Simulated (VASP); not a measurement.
## Zn: relaxation of cell and atoms with PBEsol

The system is Zn.

```
Zn
1.0
     2.67000    0.00000    0.00000
    -1.33500    2.31229    0.00000
     0.00000    0.00000    4.96600
Zn
2
Direct
  0.33333 0.66667 0.25000
  0.66667 0.33333 0.75000
```

| Property | Result |
| --- | --- |
| Program | VASP 6.6.1 |
| Task | relaxation of cell and atoms |
| Functional | PBEsol |
| Potentials or basis | VASP PAW PBE potentials, release 64 (Zn) |
| Cutoff | 600 eV |
| k mesh | 18 × 18 × 8 |
| Occupations | methfessel-paxton, width 0.1 eV |
| Spin | no spin polarisation |
| Further INCAR settings | ALGO = Normal; EDIFF = 1e-06; IBRION = 2; EDIFFG = -0.01; NSW = 90; ISIF = 3 |

```json
{"Relaxed volume": "14.27 Å³/atom", "Relaxed cell": "a = 2.600 Å, b = 2.600 Å, c = 4.876 Å, α = 90.00°, β = 90.00°, γ = 120.00°", "Space group after relaxing (to 0.05 Å)": "P6_3/mmc (No. 194)", "Energy gained by relaxing": "20.4 meV/atom", "Ionic steps": "3", "Pressure after relaxing": "0.0 GPa", "Band gap on the k mesh": "none (metal or under the smearing width)"}
```

Step by step:
```csv
step,energy change (eV),largest force (eV/Å),pressure (GPa),volume (Å³)
1,0.0000,0.0000,-5.54,30.66
2,-0.0404,0.0000,0.63,28.37
3,-0.0408,0.0000,0.00,28.55
```

Final structure:
```yaml
crystal:
  lattice:
    - [2.59996, 0.00000, 0.00000]
    - [-1.29998, 2.25164, 0.00000]
    - [0.00000, 0.00000, 4.87630]
  atoms:
    - { symbol: Zn, position: [0.33333, 0.66667, 0.25000] }
    - { symbol: Zn, position: [0.66667, 0.33333, 0.75000] }
```

Levels at points of the mesh, in eV from the Fermi level:
```csv
k point,band 10,band 11,band 12,band 13,band 14,band 15
"(0.00, 0.00, 0.00)",-7.32,-7.32,-4.18,-3.26,13.67,17.46
"(0.50, 0.00, 0.00)",-7.10,-3.18,-2.32,2.55,3.44,4.27
"(0.00, 0.00, 0.50)",-7.42,-7.42,-7.42,4.43,4.43,19.67
"(0.50, 0.00, 0.50)",-7.11,-2.22,-2.22,0.14,0.14,10.25
```

Wall time 2.3 min on 2 MPI ranks on AMD EPYC 7R43 64-Core Processor (Zen 3) (shared host), peak memory 0.19 GiB a rank.

Caveat: the PAW data sets were made with another functional, which shifts forces and pressure a little.
